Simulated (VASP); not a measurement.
# Be12N in VASP: notebook

The runs below take Be12N through single point, with PBE.

Program: VASP 6.6.1. These are calculated values, not measurements. Logs are shortened: lines on timing, memory, paths and dates and some standing lists are left out, and cuts for length are marked.

## 1. The structure

The cell holds a slab with vacuum, 13 atoms: a = 4.580 Å, b = 4.580 Å, c = 15.588 Å, α = 90.00°, β = 90.00°, γ = 60.00°.

The cell was built by a generator and needn't be a form met in nature.

## 2. Single point, PBE

Input file INCAR:

```
  PREC = Accurate
  ENCUT = 520
  EDIFF = 1E-6
  ISMEAR = -1
  SIGMA = 0.1
  LREAL = F
  LASPH = T
  NELM = 100
  ALGO = Fast
  ISIF = 2
  LWAVE = F
  LCHARG = F
  GGA = PE
  NBANDS = 26
```

Input file KPOINTS:

```
regular mesh
0
Gamma
  6 6 1
```

Input file POSCAR:

```
Be12N
1.0
    4.5800000000      0.0000000000      0.0000000000
    2.2900000000      3.9663960000      0.0000000000
    0.0000000000      0.0000000000     15.5884300000
Be N
12 1
Direct
    0.0000000000      0.0000000000      0.0641500780
    0.5000000000      0.0000000000      0.0641500780
    0.0000000000      0.5000000000      0.0641500780
    0.5000000000      0.5000000000      0.0641500780
   -0.1529310541      0.3264621082      0.1763042205
    0.3478607229      0.3315506066      0.1817635900
   -0.1733944584      0.8366116243      0.1881105410
    0.3477788127      0.8206759991      0.1817165038
    0.0164416295     -0.0411312940      0.3042995350
    0.4389335347      0.0305193934      0.3075942863
    0.0166840545      0.5240987032      0.3041742497
    0.5776777688      0.4612186983      0.3022381343
    1.0199701892      0.2398290539      0.3568889234
```

Potentials or basis: VASP PAW PBE potentials, release 64 (Be, N).

Run with:

```console
> cat potpaw_PBE.64/Be/POTCAR potpaw_PBE.64/N/POTCAR > POTCAR
> mpirun -np 1 vasp_std > vasp.out
```

OUTCAR:

```text
PREC = Accurate
   ENCUT = 520
   EDIFF = 1E-6
   ISMEAR = -1
   LREAL = F
   LASPH = T
   NELM = 100
   ISIF = 2
   GGA = PE

 ion  position               nearest neighbor table
   1  0.000  0.000  0.064-   5 2.18   3 2.29   3 2.29   4 2.29   4 2.29   2 2.29   2 2.29   8 2.29
                             7 2.35
   2  0.500  0.000  0.064-   8 2.26   6 2.26   4 2.29   3 2.29   4 2.29   3 2.29   1 2.29   1 2.29
                             7 2.33
   3  0.000  0.500  0.064-   5 2.18   1 2.29   1 2.29   2 2.29   2 2.29   4 2.29   4 2.29   6 2.29
                             7 2.35
   4  0.500  0.500  0.064-   5 2.23   8 2.23   6 2.23   2 2.29   1 2.29   2 2.29   1 2.29   3 2.29
                             3 2.29
   5  0.847  0.326  0.176-   1 2.18   3 2.18   4 2.23  12 2.24   6 2.28   8 2.28   7 2.30   7 2.30
                             8 2.31   6 2.31
   6  0.348  0.332  0.182-   4 2.23   7 2.23   8 2.24   2 2.26   5 2.28   3 2.29   5 2.31  10 2.31
                            11 2.32   8 2.34   7 2.35  12 2.37
   7  0.827  0.837  0.188-  11 2.20   9 2.20   8 2.23   6 2.23   5 2.30   5 2.30   2 2.33   3 2.35
                             1 2.35   6 2.35   8 2.35
   8  0.348  0.821  0.182-   4 2.23   7 2.23   6 2.24   2 2.26   5 2.28   1 2.29   5 2.31  10 2.31
                             9 2.32   6 2.34   7 2.35  12 2.37
   9  0.016  0.959  0.304-  13 1.53  11 1.99  10 2.12  12 2.17   7 2.20   8 2.32
  10  0.439  0.031  0.308-  13 1.83  11 2.12   9 2.12   6 2.31   8 2.31  12 2.36  12 2.36
  11  0.017  0.524  0.304-  13 1.53   9 1.99  10 2.12  12 2.17   7 2.20   6 2.32
  12  0.578  0.461  0.302-  13 1.95  11 2.17   9 2.17   5 2.24  10 2.36  10 2.36   6 2.37   8 2.37

  13  0.020  0.240  0.357-   9 1.53  11 1.53  10 1.83  12 1.95

  LATTYP: Found a hexagonal cell.
 ALAT       =     4.5799996975
 C/A-ratio  =     3.4035875611

  Lattice vectors:

 A1 = (  -2.2900000000,  -3.9663960000,   0.0000000000)
 A2 = (   4.5800000000,   0.0000000000,   0.0000000000)
 A3 = (   0.0000000000,   0.0000000000,  15.5884300000)

Analysis of symmetry for initial positions (statically):
=====================================================================
 Subroutine PRICEL returns:
 Original cell was already a primitive cell.

 Routine SETGRP: Setting up the symmetry group for a
 hexagonal supercell.

 Subroutine GETGRP returns: Found  1 space group operations
 (whereof  1 operations were pure point group operations)
 out of a pool of 24 trial point group operations.

The static configuration has the point symmetry C_1 .

Analysis of symmetry for dynamics (positions and initial velocities):
=====================================================================
 Subroutine PRICEL returns:
 Original cell was already a primitive cell.

 Routine SETGRP: Setting up the symmetry group for a
 hexagonal supercell.

 Subroutine GETGRP returns: Found  1 space group operations
 (whereof  1 operations were pure point group operations)
 out of a pool of 24 trial point group operations.

The dynamic configuration has the point symmetry C_1 .

 Subroutine INISYM returns: Found  1 space group operations
 (whereof  1 operations are pure point group operations),
 and found     1 'primitive' translations

----------------------------------------------------------------------------------------

                                     Primitive cell

  volume of cell :     283.1809

  direct lattice vectors                    reciprocal lattice vectors
     4.580000000  0.000000000  0.000000000     0.218340611 -0.126059022  0.000000000
     2.290000000  3.966396000  0.000000000     0.000000000  0.252118044  0.000000000
     0.000000000  0.000000000 15.588430000     0.000000000  0.000000000  0.064150142

  length of vectors
     4.580000000  4.579999697 15.588430000     0.252118027  0.252118044  0.064150142

  position of ions in fractional coordinates (direct lattice)
     0.000000000  0.000000000  0.064150078
     0.500000000  0.000000000  0.064150078
     0.000000000  0.500000000  0.064150078
     0.500000000  0.500000000  0.064150078
     0.847068946  0.326462108  0.176304221
     0.347860723  0.331550607  0.181763590
     0.826605542  0.836611624  0.188110541
     0.347778813  0.820675999  0.181716504
     0.016441630  0.958868706  0.304299535
     0.438933535  0.030519393  0.307594286
     0.016684054  0.524098703  0.304174250
     0.577677769  0.461218698  0.302238134
     0.019970189  0.239829054  0.356888923

  ion indices of the primitive-cell ions
   primitive index   ion index
                 1           1
[... 28 lines left out ...]
  Length of vectors
     0.042019671  0.042019674  0.064150142

  Shift w.r.t. Gamma in fractional coordinates (k-lattice)
     0.000000000  0.000000000  0.000000000

 Subroutine IBZKPT returns following result:
 ===========================================

 Found     20 irreducible k-points:

 Following reciprocal coordinates:
            Coordinates               Weight
  0.000000  0.000000  0.000000      1.000000
  0.166667 -0.000000  0.000000      2.000000
  0.166667  0.166667  0.000000      2.000000
  0.000000  0.166667  0.000000      2.000000
  0.333333  0.000000  0.000000      2.000000
  0.333333  0.333333  0.000000      2.000000
[... 12 lines left out ...]
  0.500000 -0.333333  0.000000      2.000000
 -0.333333  0.333333  0.000000      2.000000
   k-points           NKPTS =     20   k-points in BZ     NKDIM =     20   number of bands    NBANDS=     26
   number of dos      NEDOS =    301   number of ions     NIONS =     13
   total plane-waves  NPLWV = 155520
   dimension x,y,z NGX =    36 NGY =   36 NGZ =  120
   dimension x,y,z NGXF=    72 NGYF=   72 NGZF=  240
   ions per type =              12   1
   NGX,Y,Z   is equivalent  to a cutoff of  13.07, 13.07, 12.80 a.u.
   NGXF,Y,Z  is equivalent  to a cutoff of  26.13, 26.13, 25.60 a.u.
 SYSTEM =  unknown system
   PREC   = accura    normal or accurate (medium, high low for compatibility)
   ISTART =      0    job   : 0-new  1-cont  2-samecut
   ICHARG =      2    charge: 1-file 2-atom 10-const
   ISPIN  =      1    spin polarized calculation?
   LNONCOLLINEAR =      F non collinear calculations
   LSORBIT =      F    spin-orbit coupling
   LASPH  =      T    aspherical Exc in radial PAW
   ENCUT  =  520.0 eV  38.22 Ry    6.18 a.u.   8.52  8.52 28.98*2*pi/ulx,y,z
   NELM   =    100;   NELMIN=  2; NELMDL= -5     # of ELM steps
   EDIFF  = 0.1E-05   stopping-criterion for ELM
   LREAL  =      F    real-space projection
   EDIFFG = 0.1E-04   stopping-criterion for IOM
   NSW    =      0    number of steps for IOM
   IBRION =     -1    ionic relax: 0-MD 1-quasi-New 2-CG
   NFREE  =      0    steps in history (QN), initial steepest desc. (CG)
   ISIF   =      2    stress and relaxation
   ISYM   =      2    0-nonsym 1-usesym 2-fastsym
   POTIM  = 0.5000    time-step for ionic-motion
   TEBEG  =    0.0;   TEEND  =   0.0 temperature during run
   PSTRESS=    0.0 pullay stress
   NELECT =      29.0000    total number of electrons
   NUPDOWN=      -1.0000    fix difference up-down
   EMIN   =  10.00;   EMAX   =-10.00  energy-range for DOS
   EFERMI =   0.00;   METHOD = LEGACY
   ISMEAR =    -1;   SIGMA  =   0.10  broadening in eV -4-tet -1-fermi 0-gaus
   EFERMI_NEDOS =   21; number of points for ismear=-14 and -15
   IALGO  =     68    algorithm
   IMIX   =      4    mixing-type and parameters
     AMIX     =   0.40;   BMIX     =  1.00
     AMIX_MAG =   1.60;   BMIX_MAG =  1.00
  volume/ion in A,a.u.               =      21.78       147.00
  Fermi-wavevector in a.u.,A,eV,Ry     =   0.765925  1.447388  7.981735  0.586641
  Thomas-Fermi vector in A             =   1.866152
   LORBIT       =      0    0 simple, 1 ext, 2 COOP (PROOUT), +10 PAW based schemes
   GGA     = PE    functional components
   LHFCALC =     F    Hartree Fock is set to
   AEXX    =    0.0000 exact exchange contribution
   IVDW    =     0    specifies the selected vdW correction
   LEPSILON=     F    determine dielectric tensor
   LRPA    =     F    only Hartree local field effects (RPA)
 non-spin polarized calculation
 RMM-DIIS sequential band-by-band and
  energy-cutoff  :      520.00
  volume of cell :      283.18
 maximum number of plane-waves:      7731
 NGX is ok and might be reduce to    36
   NGX = 17   NGY = 17   NGZ = 57

 number of electron      29.0000001 magnetization

 Free energy of the ion-electron system (eV)
  ---------------------------------------------------
  ext. energy  EPLUGINS =         0.00000000
  ---------------------------------------------------
  free energy    TOTEN  =       -49.53163953 eV

  energy without entropy =      -49.40310149  energy(sigma->0) =      -49.46737051

 E-fermi :  -0.8461     XC(G=0):  -5.1075

 val. band max:       -0.8467728366   @ k =   0.3333   0.0000   0.0000
 cond. band min:      -0.7385981077   @ k =  -0.3333   0.3333   0.0000
 fundamental gap:      0.1081747289
 Fermi energy:        -0.8461382098

 k-point     1 :       0.0000    0.0000    0.0000
  band No.  band energies     occupation
      1     -15.8954      2.00000
      2     -10.4124      2.00000
      3      -8.0988      2.00000
      4      -5.9343      2.00000
      5      -5.1045      2.00000
      6      -5.0951      2.00000
[... 569 lines left out ...]
     25       5.6172      0.00000
     26       6.4093      0.00000

------------------------ aborting loop because EDIFF is reached ----------------------------------------

  FORCE on cell =-STRESS in cart. coord.  units (eV):
  Direction    XX          YY          ZZ          XY          YZ          ZX
  --------------------------------------------------------------------------------------
  -------------------------------------------------------------------------------------
  Total       -8.8560453     -1.7573129     -0.4484836      6.1341393      0.7539135     -1.2799966
  in kB      -50.1056250     -9.9425033     -2.5374250     34.7056586      4.2654825     -7.2419490
  external PRESSURE =     -20.8618511 kB  Pullay stress =       0.0000000 kB

 VOLUME and BASIS-vectors are now :
 -----------------------------------------------------------------------------
  energy-cutoff  :      520.00
  volume of cell :      283.18
      direct lattice vectors                 reciprocal lattice vectors
     4.580000000  0.000000000  0.000000000     0.218340611 -0.126059022  0.000000000
     2.290000000  3.966396000  0.000000000     0.000000000  0.252118044  0.000000000
     0.000000000  0.000000000 15.588430000     0.000000000  0.000000000  0.064150142

 POSITION                                       TOTAL-FORCE (eV/Angst)
 -----------------------------------------------------------------------------------
      0.00000      0.00000      1.00000        -0.145020     -0.329914     -0.046539
      2.29000      0.00000      1.00000         0.217347     -0.124448      0.136257
      1.14500      1.98320      1.00000         0.214425      0.289496     -0.047070
      3.43500      1.98320      1.00000        -0.103580      0.058535      0.026712
      4.62717      1.29488      2.74831         0.054544     -0.031968     -0.022931
      2.35245      1.31506      2.83341         0.041534     -0.012041      0.055871
      5.70169      3.31833      2.93235        -0.016789      0.011464     -0.066159
      3.47218      3.25513      2.83267         0.030428     -0.032583      0.059044
      2.27111      3.80325      4.74355        -0.066994     -0.201378     -0.082801
      2.08020      0.12105      4.79491        -0.139507      0.076101     -0.021231
      1.27660      2.07878      4.74160         0.137082      0.160585     -0.077879
      3.70196      1.82938      4.71142         0.220617     -0.132041      0.219290
      0.64067      0.95126      5.56334        -0.444085      0.268192     -0.132563
 -----------------------------------------------------------------------------------
    total drift:                               -0.000047      0.000032     -0.000086

  FREE ENERGIE OF THE ION-ELECTRON SYSTEM (eV)
  ---------------------------------------------------
  free  energy   TOTEN  =       -49.5316395333 eV

  energy  without entropy=      -49.4031014945  energy(sigma->0) =      -49.46737051
```

Wall time 2 min (1 thread of Intel Xeon 6975P-C (Granite Rapids), shared host); peak memory 0.44 GiB.

Results:

```
Free energy            : -49.5316 eV
Largest force          : 0.535 eV/Å
Band gap on the k mesh : none (metal or under the smearing width)
```

Forces in eV/Å, atoms in the order of the input:
```
Be  -0.145 -0.330 -0.047
Be   0.217 -0.124  0.136
Be   0.214  0.289 -0.047
Be  -0.104  0.059  0.027
Be   0.055 -0.032 -0.023
Be   0.042 -0.012  0.056
Be  -0.017  0.011 -0.066
Be   0.030 -0.033  0.059
Be  -0.067 -0.201 -0.083
Be  -0.140  0.076 -0.021
Be   0.137  0.161 -0.078
Be   0.221 -0.132  0.219
N   -0.444  0.268 -0.133
```

## 3. Single point, PBE

Input file INCAR:

```
ALGO = Fast
EDIFF = 1E-6
ENCUT = 520
GGA = PE
ISIF = 2
ISMEAR = -1
LASPH = True
LCHARG = False
LREAL = False
LWAVE = False
NBANDS = 26
NELM = 100
PREC = Accurate
SIGMA = 0.1
```

Input file KPOINTS:

```
k-points
0
Gamma
  6 6 1
```

Input file POSCAR:

```
Be12N
1.0
    4.5800000000      0.0000000000      0.0000000000
    2.2900000000      3.9663960000      0.0000000000
    0.0000000000      0.0000000000     15.5884300000
Be N
12 1
Direct
    0.0000000000      0.0000000000      0.0641500780
    0.5000000000      0.0000000000      0.0641500780
    0.0000000000      0.5000000000      0.0641500780
    0.5000000000      0.5000000000      0.0641500780
   -0.1704014493      0.3352378330      0.1779426151
    0.3351148804      0.3352711126      0.1779846976
   -0.1663463686      0.8326049643      0.1935627257
    0.3349751406      0.8300104175      0.1776529131
    0.0029645789      0.0045835060      0.3091753307
    0.4922536571      0.0048459609      0.3091341463
    0.0047860878      0.4906640688      0.3093834979
    0.4993656409      0.5015543077      0.2859976919
    1.1677668596      0.1642387699      0.3691296045
```

Potentials or basis: VASP PAW PBE potentials, release 64 (Be, N).

Run with:

```console
> cat potpaw_PBE.64/Be/POTCAR potpaw_PBE.64/N/POTCAR > POTCAR
> mpirun -np 1 vasp_std > vasp.out
```

Wall time 1.9 min (1 thread of Intel Xeon 6975P-C (Granite Rapids), shared host); peak memory 0.44 GiB.

Results (log left out):

```yaml
Free_energy: -49.2160 eV
Largest_force: 0.389 eV/Å
Band_gap_on_the_k_mesh: none (metal or under the smearing width)
```

Forces in eV/Å, atoms in the order of the input:
```
Be  -0.342 -0.184 -0.022
Be   0.342 -0.183 -0.021
Be   0.001  0.380 -0.009
Be  -0.002 -0.014 -0.001
Be   0.005 -0.002  0.008
Be  -0.003 -0.002  0.007
Be  -0.001  0.001  0.017
Be   0.001  0.004  0.010
Be  -0.024 -0.016 -0.015
Be   0.024 -0.018 -0.013
Be  -0.001  0.031 -0.014
Be  -0.001 -0.004  0.021
N    0.000  0.006  0.032
```

Levels at points of the mesh, in eV from the Fermi level:
| k point | band 12 | band 13 | band 14 | band 15 | band 16 | band 17 |
| --- | --- | --- | --- | --- | --- | --- |
| (0.00, 0.00, 0.00) | -1.95 | -1.83 | -0.96 | -0.92 | -0.76 | 1.05 |
| (0.50, 0.00, 0.00) | -1.64 | -1.02 | -0.47 | 0.55 | 1.28 | 1.38 |
| (0.50, 0.50, 0.00) | -1.64 | -1.02 | -0.47 | 0.55 | 1.28 | 1.38 |
| (0.00, 0.50, 0.00) | -1.64 | -1.01 | -0.48 | 0.56 | 1.28 | 1.38 |
